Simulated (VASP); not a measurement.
# FSnBr in VASP: reference runs

Reference runs on FSnBr: the cell as given.

Everything below comes from runs of VASP 6.6.1. Logs are shortened: lines on timing, memory, paths and dates and some standing lists are left out, and cuts for length are marked.

### Step 1. The molecule as given

The cell holds a molecule in a box, 3 atoms: a = 12.000 Å, b = 11.000 Å, c = 11.000 Å, α = 90.00°, β = 90.00°, γ = 90.00°.

### Step 2. Single point, PBE

INCAR

```
PREC = Accurate
ENCUT = 520
EDIFF = 1E-7
ISMEAR = 0
SIGMA = 0.01
LREAL = F
LASPH = T
NELM = 60
ALGO = Normal
ISIF = 2
LWAVE = F
LCHARG = T
GGA = PE
LELF = T
LVHAR = T
LVACPOTAV = T
NBANDS = 21
```

KPOINTS

```
Automatic mesh
0
Gamma
  1 1 1
```

POSCAR

```
SnBrF
1.0
   12.0000000000      0.0000000000      0.0000000000
    0.0000000000     11.0000000000      0.0000000000
    0.0000000000      0.0000000000     11.0000000000
F Sn Br
1 1 1
Direct
    0.3964208300      0.5887909100      0.4506636400
    0.4219791700      0.4150272700      0.4481272700
    0.6057458300      0.4160545500      0.5580545500
```

Potentials or basis: VASP PAW PBE potentials, release 64 (F, Sn_d, Br).

Launch:

```sh
cat potpaw_PBE.64/F/POTCAR potpaw_PBE.64/Sn_d/POTCAR potpaw_PBE.64/Br/POTCAR > POTCAR
mpirun -np 1 vasp_gam > vasp.out
```

OUTCAR:

```text
PREC = Accurate
   ENCUT = 520
   EDIFF = 1E-7
   ISMEAR = 0
   LREAL = F
   LASPH = T
   NELM = 60
   ISIF = 2
   GGA = PE

 ion  position               nearest neighbor table
   1  0.396  0.589  0.451-   2 1.94
   2  0.422  0.415  0.448-   1 1.94   3 2.51
   3  0.606  0.416  0.558-   2 2.51

  LATTYP: Found a simple tetragonal cell.
 ALAT       =    11.0000000000
 C/A-ratio  =     1.0909090909

  Lattice vectors:

 A1 = (   0.0000000000,  11.0000000000,   0.0000000000)
 A2 = (   0.0000000000,   0.0000000000,  11.0000000000)
 A3 = (  12.0000000000,   0.0000000000,   0.0000000000)

Analysis of symmetry for initial positions (statically):
=====================================================================
 Subroutine PRICEL returns:
 Original cell was already a primitive cell.

 Routine SETGRP: Setting up the symmetry group for a
 simple tetragonal supercell.

 Subroutine GETGRP returns: Found  1 space group operations
 (whereof  1 operations were pure point group operations)
 out of a pool of 16 trial point group operations.

The static configuration has the point symmetry C_1 .

Analysis of symmetry for dynamics (positions and initial velocities):
=====================================================================
 Subroutine PRICEL returns:
 Original cell was already a primitive cell.

 Routine SETGRP: Setting up the symmetry group for a
 simple tetragonal supercell.

 Subroutine GETGRP returns: Found  1 space group operations
 (whereof  1 operations were pure point group operations)
 out of a pool of 16 trial point group operations.

The dynamic configuration has the point symmetry C_1 .

 Subroutine INISYM returns: Found  1 space group operations
 (whereof  1 operations are pure point group operations),
 and found     1 'primitive' translations

----------------------------------------------------------------------------------------

                                     Primitive cell

  volume of cell :    1452.0000

  direct lattice vectors                    reciprocal lattice vectors
    12.000000000  0.000000000  0.000000000     0.083333333  0.000000000  0.000000000
     0.000000000 11.000000000  0.000000000     0.000000000  0.090909091  0.000000000
     0.000000000  0.000000000 11.000000000     0.000000000  0.000000000  0.090909091

  length of vectors
    12.000000000 11.000000000 11.000000000     0.083333333  0.090909091  0.090909091

  position of ions in fractional coordinates (direct lattice)
     0.396420830  0.588790910  0.450663640
     0.421979170  0.415027270  0.448127270
     0.605745830  0.416054550  0.558054550

  ion indices of the primitive-cell ions
   primitive index   ion index
                 1           1
                 2           2
                 3           3

----------------------------------------------------------------------------------------

 KPOINTS: Automatic mesh

Automatic generation of k-mesh.
 Grid dimensions read from file:
 generate k-points for:    1    1    1

 Generating k-lattice:

  Cartesian coordinates                     Fractional coordinates (reciprocal lattice)
     0.083333333  0.000000000  0.000000000     1.000000000  0.000000000  0.000000000
     0.000000000  0.090909091  0.000000000     0.000000000  1.000000000  0.000000000
     0.000000000  0.000000000  0.090909091     0.000000000  0.000000000  1.000000000

  Length of vectors
     0.083333333  0.090909091  0.090909091

  Shift w.r.t. Gamma in fractional coordinates (k-lattice)
     0.000000000  0.000000000  0.000000000

 Subroutine IBZKPT returns following result:
 ===========================================

 Found      1 irreducible k-points:

 Following reciprocal coordinates:
            Coordinates               Weight
  0.000000  0.000000  0.000000      1.000000
   k-points           NKPTS =      1   k-points in BZ     NKDIM =      1   number of bands    NBANDS=     21
   number of dos      NEDOS =    301   number of ions     NIONS =      3
   total plane-waves  NPLWV = 635040
   dimension x,y,z NGX =    90 NGY =   84 NGZ =   84
   dimension x,y,z NGXF=   180 NGYF=  168 NGZF=  168
   ions per type =               1   1   1
   NGX,Y,Z   is equivalent  to a cutoff of  12.47, 12.70, 12.70 a.u.
   NGXF,Y,Z  is equivalent  to a cutoff of  24.94, 25.39, 25.39 a.u.
 SYSTEM =  unknown system
   PREC   = accura    normal or accurate (medium, high low for compatibility)
   ISTART =      0    job   : 0-new  1-cont  2-samecut
   ICHARG =      2    charge: 1-file 2-atom 10-const
   ISPIN  =      1    spin polarized calculation?
   LNONCOLLINEAR =      F non collinear calculations
   LSORBIT =      F    spin-orbit coupling
   LASPH  =      T    aspherical Exc in radial PAW
   ENCUT  =  520.0 eV  38.22 Ry    6.18 a.u.  22.31 20.45 20.45*2*pi/ulx,y,z
   NELM   =     60;   NELMIN=  2; NELMDL= -5     # of ELM steps
   EDIFF  = 0.1E-06   stopping-criterion for ELM
   LREAL  =      F    real-space projection
   EDIFFG = 0.1E-05   stopping-criterion for IOM
   NSW    =      0    number of steps for IOM
   IBRION =     -1    ionic relax: 0-MD 1-quasi-New 2-CG
   NFREE  =      0    steps in history (QN), initial steepest desc. (CG)
   ISIF   =      2    stress and relaxation
   ISYM   =      2    0-nonsym 1-usesym 2-fastsym
   POTIM  = 0.5000    time-step for ionic-motion
   TEBEG  =    0.0;   TEEND  =   0.0 temperature during run
   PSTRESS=    0.0 pullay stress
   NELECT =      28.0000    total number of electrons
   NUPDOWN=      -1.0000    fix difference up-down
   EMIN   =  10.00;   EMAX   =-10.00  energy-range for DOS
   EFERMI =   0.00;   METHOD = LEGACY
   ISMEAR =     0;   SIGMA  =   0.01  broadening in eV -4-tet -1-fermi 0-gaus
   EFERMI_NEDOS =   21; number of points for ismear=-14 and -15
   IALGO  =     38    algorithm
   IMIX   =      4    mixing-type and parameters
     AMIX     =   0.40;   BMIX     =  1.00
     AMIX_MAG =   1.60;   BMIX_MAG =  1.00
  volume/ion in A,a.u.               =     484.00      3266.19
  Fermi-wavevector in a.u.,A,eV,Ry     =   0.439008  0.829604  2.622218  0.192728
  Thomas-Fermi vector in A             =   1.412830
   LORBIT       =      0    0 simple, 1 ext, 2 COOP (PROOUT), +10 PAW based schemes
   GGA     = PE    functional components
   LHFCALC =     F    Hartree Fock is set to
   AEXX    =    0.0000 exact exchange contribution
   IVDW    =     0    specifies the selected vdW correction
   LEPSILON=     F    determine dielectric tensor
   LRPA    =     F    only Hartree local field effects (RPA)
 non-spin polarized calculation
 Gauss-broadening in eV      SIGMA  =   0.01
  energy-cutoff  :      520.00
  volume of cell :     1452.00
 maximum number of plane-waves:     19579
 NGX is ok and might be reduce to    90
   NGX = 45   NGY = 41   NGZ = 41

 number of electron      28.0000006 magnetization

 Free energy of the ion-electron system (eV)
  ---------------------------------------------------
  ext. energy  EPLUGINS =         0.00000000
  ---------------------------------------------------
  free energy    TOTEN  =       -10.78188291 eV

  energy without entropy =      -10.78188291  energy(sigma->0) =      -10.78188291

 E-fermi :  -6.4420     XC(G=0):  -0.9947

 val. band max:       -6.5392748533   @ k =   0.0000   0.0000   0.0000
 cond. band min:      -3.2781059883   @ k =   0.0000   0.0000   0.0000
 fundamental gap:      3.2611688649
 Fermi energy:        -6.4419765318

 k-point     1 :       0.0000    0.0000    0.0000
  band No.  band energies     occupation
      1     -28.2529      2.00000
      2     -26.4443      2.00000
      3     -26.3965      2.00000
      4     -26.3356      2.00000
      5     -26.1633      2.00000
      6     -25.6079      2.00000
      7     -19.1463      2.00000
      8     -11.8490      2.00000
      9      -8.9756      2.00000
     10      -8.7707      2.00000
     11      -8.6133      2.00000
     12      -6.9797      2.00000
     13      -6.8379      2.00000
     14      -6.5393      2.00000
     15      -3.2781      0.00000
     16      -1.2337      0.00000
     17      -0.9548      0.00000
     18      -0.1743      0.00000
     19       0.8924      0.00000
     20       1.0765      0.00000
     21       1.1056      0.00000

------------------------ aborting loop because EDIFF is reached ----------------------------------------

  FORCE on cell =-STRESS in cart. coord.  units (eV):
  Direction    XX          YY          ZZ          XY          YZ          ZX
  --------------------------------------------------------------------------------------
  -------------------------------------------------------------------------------------
  Total        0.5210252      1.4574230      0.1116611     -0.2544020      0.0195001      0.2992398
  in kB        0.5749138      1.6081613      0.1232099     -0.2807142      0.0215170      0.3301895
  external PRESSURE =       0.7687617 kB  Pullay stress =       0.0000000 kB

 VOLUME and BASIS-vectors are now :
 -----------------------------------------------------------------------------
  energy-cutoff  :      520.00
  volume of cell :     1452.00
      direct lattice vectors                 reciprocal lattice vectors
    12.000000000  0.000000000  0.000000000     0.083333333  0.000000000  0.000000000
     0.000000000 11.000000000  0.000000000     0.000000000  0.090909091  0.000000000
     0.000000000  0.000000000 11.000000000     0.000000000  0.000000000  0.090909091

 POSITION                                       TOTAL-FORCE (eV/Angst)
 -----------------------------------------------------------------------------------
      4.75705      6.47670      4.95730        -0.136812      0.805796      0.006873
      5.06375      4.56530      4.92940        -0.109635     -0.801951     -0.143703
      7.26895      4.57660      6.13860         0.246447     -0.003845      0.136830
 -----------------------------------------------------------------------------------
    total drift:                                0.001163     -0.001188     -0.000376

  FREE ENERGIE OF THE ION-ELECTRON SYSTEM (eV)
  ---------------------------------------------------
  free  energy   TOTEN  =       -10.7818829136 eV

  energy  without entropy=      -10.7818829136  energy(sigma->0) =      -10.78188291
```

It took 86 s on 1 thread of Intel Xeon 6975P-C (Granite Rapids), shared host; peak memory 1.1 GiB.

Results:

```
Free energy                     : -10.7819 eV
Largest force                   : 0.822 eV/Å
Gap between the frontier levels : 3.26 eV
```

Forces in eV/Å, atoms in the order of the input:
```
F   -0.137  0.806  0.007
Sn  -0.110 -0.802 -0.144
Br   0.246 -0.004  0.137
```

Levels at points of the mesh, in eV from the valence-band top:
| k point | band 10 | band 11 | band 12 | band 13 | band 14 | band 15 | band 16 | band 17 | band 18 | band 19 |
| --- | --- | --- | --- | --- | --- | --- | --- | --- | --- | --- |
| (0.00, 0.00, 0.00) | -2.23 | -2.07 | -0.44 | -0.30 | 0.00 | 3.26 | 5.31 | 5.58 | 6.37 | 7.43 |

Caveat: spin-orbit coupling is left out, which moves the levels of the heavy elements.
